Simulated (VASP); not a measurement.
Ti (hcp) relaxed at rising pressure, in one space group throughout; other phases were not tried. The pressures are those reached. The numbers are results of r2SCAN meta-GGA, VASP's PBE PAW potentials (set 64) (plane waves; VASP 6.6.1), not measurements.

```csv
P (GPa),V (Å³/atom),k-mesh
-0.05,17.337,14×14×8
4.86,16.678,14×14×8
10.05,16.106,15×15×8
19.93,15.152,15×15×8
30.01,14.383,15×15×9
```

A change of mesh leaves a small step in the series.

### Question
Fit an equation of state and predict the volume at 44.90 GPa.

### Answer
Least squares on the third-order Birch-Murnaghan form, P = (3B0/2)(y⁷ − y⁵)[1 + (3/4)(B′ − 4)(y² − 1)] with y = (V0/V)^(1/3), gives V0 = 17.329 Å³/atom, B0 = 121 GPa and B′ = 3.1, and so 13.452 Å³/atom. The run gave 13.487 Å³/atom, +0.3 % from the fit.

Pressures at which the relaxation failed are left out.

The compound is Ti in the hcp structure.
